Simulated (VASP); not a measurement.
Here is the system:

```xyz
5
Lattice="4.0784 0.0000 0.0000 0.0000 4.0784 0.0000 0.0000 0.0000 4.0784" Properties=species:S:1:pos:R:3 pbc="T T T"
K      0.0000     0.0000     0.0000
Zn     2.0392     2.0392     2.0392
F      2.0392     0.0000     2.0392
F      0.0000     2.0392     2.0392
F      2.0392     2.0392     0.0000
```

Method: optB86b-vdW, VASP's PBE PAW potentials (set 64) (plane waves; VASP 6.6.1). Numerical set-up: 520 eV cut-off, 6×6×6 Γ-centred mesh, tetrahedra with Blöchl corrections, potentials K_sv Zn F.

The cores are frozen, which limits the accuracy of field gradients.

Question: Give the principal components of the electric field gradient (V/Å²) and the asymmetry η at each nucleus.

Answer: 
| atom | Vxx | Vyy | Vzz | η |
|---|---|---|---|---|
| K1 | 0.0 | 0.0 | 0.0 | - |
| Zn2 | 0.0 | 0.0 | 0.0 | - |
| F3 | -50.2 | -50.2 | 100.4 | 0.00 |
| F4 | -50.2 | -50.2 | 100.4 | 0.00 |
| F5 | -50.2 | -50.2 | 100.4 | 0.00 |

The compound is KZnF3 in the cubic perovskite structure. It was relaxed first.
